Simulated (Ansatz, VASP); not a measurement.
# KTaO3 in two plane-wave programs

Wanted: the spread between two codes on one cell, functional and k mesh.

Method: plane waves, with VASP 6.6.1 beside it; band structure at PBE0 and band structure at B3LYP with an exact-exchange share of 0.2, in Ansatz 0.2.0.

**1. The starting structure**

The structure is cubic, space group Pm-3m (No. 221). The conventional cell has a = 3.988 Å, b = 3.988 Å, c = 3.988 Å, α = 90.00°, β = 90.00°, γ = 90.00°. Nearest to K lie 12 O at 2.82 Å. Nearest to Ta lie 6 O at 1.99 Å. O has 2 Ta at 1.99 Å and 4 K at 2.82 Å nearest. Farther neighbours and most contacts between anions are not listed.

**2. VASP: band structure, PBE0**

Levels along a path test the potential and the projectors away from the mesh points.

Lines of VASP's logs that name or quote its potential files are left out, and so is its time.

The run reads the wave functions of an earlier VASP run, which isn't shown here.

INCAR reads:

```
SYSTEM = KTaO3
PREC = Accurate
ENCUT = 520
EDIFF = 1E-06
NELM = 100
ISMEAR = 0
SIGMA = 0.02
LREAL = .FALSE.
ALGO = Normal
LHFCALC = .TRUE.
AEXX = 0.25
GGA = PE
LASPH = .TRUE.
NBANDS = 25
PRECFOCK = Fast
HFRCUT = -1
LORBIT = 11
LWAVE = .FALSE.
LCHARG = .FALSE.
KPAR = 8
```

POSCAR reads:

```
KTaO3
1.0
    3.9883000000      0.0000000000      0.0000000000
    0.0000000000      3.9883000000      0.0000000000
    0.0000000000      0.0000000000      3.9883000000
K Ta O
1 1 3
Direct
    0.5000000000      0.5000000000      0.5000000000
    0.0000000000      0.0000000000      0.0000000000
    0.5000000000      0.0000000000      0.0000000000
    0.0000000000      0.5000000000      0.0000000000
    0.0000000000      0.0000000000      0.5000000000
```

KPOINTS reads:

```
Automatic mesh
0
Gamma
4 4 4
0 0 0
```

KPOINTS_OPT reads:

```
Line mode
6
Line-mode
Reciprocal
  0.00000000   0.00000000   0.00000000 GAMMA
  0.00000000   0.50000000   0.00000000 X

  0.00000000   0.50000000   0.00000000 X
  0.50000000   0.50000000   0.00000000 M

  0.50000000   0.50000000   0.00000000 M
  0.00000000   0.00000000   0.00000000 GAMMA

  0.00000000   0.00000000   0.00000000 GAMMA
  0.50000000   0.50000000   0.50000000 R

  0.50000000   0.50000000   0.50000000 R
  0.00000000   0.50000000   0.00000000 X

  0.50000000   0.50000000   0.00000000 M
  0.50000000   0.50000000   0.50000000 R
```

The projector-augmented-wave data sets are K_sv, Ta_pv and O (PBE family, release 64).

Command:

```sh
$ mpirun -np 8 vasp_std
```

Numbers of over 12 decimals in the logs are rounded to 6 here.

Output:

```text
[banner, memory and clock lines left out]
running    8 mpi-ranks, on    1 nodes
 distrk:  each k-point on    1 cores,    8 groups
 distr:  one band on    1 cores,    1 groups

 POSCAR found type information on POSCAR K TaO
 POSCAR found :  3 types and       5 ions
|                                                                             |
|           W    W    AA    RRRRR   N    N  II  N    N   GGGG   !!!           |
|           W    W   A  A   R    R  NN   N  II  NN   N  G    G  !!!           |
|           W    W  A    A  R    R  N N  N  II  N N  N  G       !!!           |
|           W WW W  AAAAAA  RRRRR   N  N N  II  N  N N  G  GGG   !            |
|           WW  WW  A    A  R   R   N   NN  II  N   NN  G    G                |
|           W    W  A    A  R    R  N    N  II  N    N   GGGG   !!!           |
|                                                                             |
|     For optimal performance we recommend to set                             |
|       NCORE = 2 up to number-of-cores-per-socket                            |
|     NCORE specifies how many cores store one orbital (NPAR=cpu/NCORE).      |
|     This setting can greatly improve the performance of VASP for DFT.       |
|     The default, NCORE=1 might be grossly inefficient on modern             |
|     multi-core architectures or massively parallel machines. Do your        |
|     Unfortunately you need to use the default for GW and RPA                |
|     calculations (for HF NCORE is supported but not extensively tested      |
|     yet).                                                                   |
|                                                                             |

 LDA part: xc-table for (Slater+PW92), standard interpolation
 found WAVECAR, reading the header
 POSCAR, INCAR and KPOINTS ok, starting setup
 FFT: planning ... GRIDC
 FFT: planning ... GRID_SOFT
 FFT: planning ... GRID
 HFRCUT set to (new)   9.896575
 reading WAVECAR
 the WAVECAR file was read successfully
 initial charge from wavefunction
 entering main loop
       N       E                     dE             d eps       ncg     rms          rms(c)
DAV:   1    -0.523669539892E+02   -0.52367E+02   -0.93137E-01   550   0.856E+00    0.293E+00
DAV:   2    -0.523424514382E+02    0.24503E-01   -0.11000E-01   580   0.291E+00    0.156E+00
DAV:   3    -0.523355562925E+02    0.68951E-02   -0.29746E-02   644   0.131E+00    0.760E-01
DAV:   4    -0.523348876395E+02    0.66865E-03   -0.36872E-03   621   0.443E-01    0.413E-01
DAV:   5    -0.523344922054E+02    0.39543E-03   -0.18410E-03   612   0.261E-01    0.235E-01
DAV:   6    -0.523345078855E+02   -0.15680E-04   -0.21389E-04   668   0.936E-02    0.136E-01
DAV:   7    -0.523344910945E+02    0.16791E-04   -0.20567E-05   699   0.377E-02    0.783E-02
DAV:   8    -0.523344907885E+02    0.30601E-06   -0.67467E-06   611   0.194E-02
   1 F= -.52334491E+02 E0= -.52334491E+02  d E =-.137169E-35
 Start KPOINTS_OPT (optional k-point list driver)
k-point batch [1-10\36]
       N       E                     dE             ncg
DAV:   1    -0.653256100322E+03   -0.70347E+04      500
DAV:   2    -0.447642813941E+04   -0.38232E+04      581
DAV:   3    -0.481905418075E+04   -0.34263E+03      737
DAV:   4    -0.483271625115E+04   -0.13662E+02      768
DAV:   5    -0.483305595840E+04   -0.33971E+00      719
DAV:   6    -0.483306499386E+04   -0.90355E-02      728
DAV:   7    -0.483306527601E+04   -0.28215E-03      728
DAV:   8    -0.483306528263E+04   -0.66203E-05      624
DAV:   9    -0.483306528282E+04   -0.19821E-06      504
[...]
k-point batch [31-36\36]
       N       E                     dE             ncg
DAV:   1     0.421859249499E+04   -0.85957E+04      300
DAV:   2     0.188312851646E+04   -0.23355E+04      343
DAV:   3     0.168813137534E+04   -0.19500E+03      472
DAV:   4     0.168244937512E+04   -0.56820E+01      413
DAV:   5     0.168231755427E+04   -0.13182E+00      463
DAV:   6     0.168231491258E+04   -0.26417E-02      398
DAV:   7     0.168231485636E+04   -0.56222E-04      440
DAV:   8     0.168231485476E+04   -0.15969E-05      359
DAV:   9     0.168231485471E+04   -0.48025E-07      280
```

OUTCAR, selected parts (step 2):

```text
ion  position               nearest neighbor table
   1  0.500  0.500  0.500-   3 2.82   4 2.82   5 2.82   3 2.82   4 2.82   3 2.82   5 2.82   3 2.82
                             4 2.82   5 2.82   4 2.82   5 2.82   2 3.45   2 3.45   2 3.45   2 3.45
   2  0.000  0.000  0.000-   3 1.99   4 1.99   5 1.99   5 1.99   4 1.99   3 1.99   1 3.45   1 3.45
                             1 3.45   1 3.45   1 3.45   1 3.45   1 3.45   1 3.45
   3  0.500  0.000  0.000-   2 1.99   2 1.99   1 2.82   1 2.82   1 2.82   1 2.82
   4  0.000  0.500  0.000-   2 1.99   2 1.99   1 2.82   1 2.82   1 2.82   1 2.82
   5  0.000  0.000  0.500-   2 1.99   2 1.99   1 2.82   1 2.82   1 2.82   1 2.82

  LATTYP: Found a simple cubic cell.
 ALAT       =     3.9883000000

 Subroutine GETGRP returns: Found 48 space group operations
 (whereof 48 operations were pure point group operations)

The static configuration has the point symmetry O_h .

 Found     10 irreducible k-points:

   k-points           NKPTS =     10   k-points in BZ     NKDIM =     64   number of bands    NBANDS=     25

   dimension x,y,z NGX =    30 NGY =   30 NGZ =   30
   dimension x,y,z NGXF=    60 NGYF=   60 NGZF=   60

   ENCUT  =  520.0 eV  38.22 Ry    6.18 a.u.   7.42  7.42  7.42*2*pi/ulx,y,z

   NELECT =      38.0000    total number of electrons

 k-points in reciprocal lattice and weights: Automatic mesh
   0.00000000  0.00000000  0.00000000       0.016
   0.25000000  0.00000000  0.00000000       0.094
   0.50000000  0.00000000  0.00000000       0.047
   0.25000000  0.25000000  0.00000000       0.188
   0.50000000  0.25000000  0.00000000       0.188
   0.50000000  0.50000000  0.00000000       0.047
   0.25000000  0.25000000  0.25000000       0.125
   0.50000000  0.25000000  0.25000000       0.188
   0.50000000  0.50000000  0.25000000       0.094
   0.50000000  0.50000000  0.50000000       0.016

  exchange ACFDT corr.  =         0.00000000  see jH, gK, PRB 81, 115126

 average (electrostatic) potential at core
       1 -27.4564       2 -36.1441       3 -65.1782       4 -65.1782       5 -65.1782

 E-fermi :   0.4860

 k-point     1 :       0.0000    0.0000    0.0000
  band No.  band energies     occupation
    ...
     15      -0.8210      2.00000
     16      -0.8210      2.00000
     17      -0.3410      2.00000
     18      -0.3410      2.00000
     19      -0.3410      2.00000
     20       4.5461      0.00000
     21       4.5461      0.00000
     22       4.5461      0.00000
     23       9.3134      0.00000
     24       9.3134      0.00000
    ...

 k-point     2 :       0.2500    0.0000    0.0000
  band No.  band energies     occupation
    ...
     15      -1.5800      2.00000
     16      -1.4830      2.00000
     17      -1.0773      2.00000
     18      -0.5170      2.00000
     19      -0.5170      2.00000
     20       4.6282      0.00000
     21       6.1332      0.00000
     22       6.1332      0.00000
     23       9.3327      0.00000
     24      10.1870      0.00000
    ...

 k-point     3 :       0.5000    0.0000    0.0000
  band No.  band energies     occupation
    ...
     15      -2.2482      2.00000
     16      -1.9975      2.00000
     17      -1.3057      2.00000
     18      -0.5906      2.00000
     19      -0.5906      2.00000
     20       4.7130      0.00000
     21       7.6411      0.00000
     22       7.6411      0.00000
     23       9.3480      0.00000
     24      11.2481      0.00000
    ...

  energy-cutoff  :      520.00
  volume of cell :       63.44
      direct lattice vectors                 reciprocal lattice vectors
     3.988300000  0.000000000  0.000000000     0.250733395  0.000000000  0.000000000
     0.000000000  3.988300000  0.000000000     0.000000000  0.250733395  0.000000000
     0.000000000  0.000000000  3.988300000     0.000000000  0.000000000  0.250733395

 POSITION                                       TOTAL-FORCE (eV/Angst)
 -----------------------------------------------------------------------------------
      1.99415      1.99415      1.99415         0.000000      0.000000      0.000000
      0.00000      0.00000      0.00000         0.000000      0.000000      0.000000
      1.99415      0.00000      0.00000         0.000000      0.000000      0.000000
      0.00000      1.99415      0.00000         0.000000      0.000000      0.000000
      0.00000      0.00000      1.99415         0.000000      0.000000      0.000000
 -----------------------------------------------------------------------------------
    total drift:                                0.000001     -0.000000     -0.000000

  FREE ENERGIE OF THE ION-ELECTRON SYSTEM (eV)
  ---------------------------------------------------
  free  energy   TOTEN  =       -52.3344907885 eV

  energy  without entropy=      -52.3344907885  energy(sigma->0) =      -52.33449079

 total charge
# of ion       s       p       d       tot
------------------------------------------
    1        1.962   5.649   0.039   7.650
    2        0.350   6.376   1.924   8.650
    3        1.566   3.558   0.000   5.124
    4        1.566   3.558   0.000   5.124
    5        1.566   3.558   0.000   5.124
--------------------------------------------------
tot          7.011  22.698   1.962  31.671

[... 3 further parts left out ...]
```

[end of part 1 of 2]

[Lines on the potential files, build, host, timing and source positions are cut from VASP's logs without a mark.]

[Logs are printed without paths, hosts, clocks, repeated set-up lines and the standing remarks that a program may print on its own settings, such as how far it seeks lower states.]

[Hosts, paths, dates, database ids (printed as entryN), source tags and the programs' standing remarks are cut or masked in the printed files.]
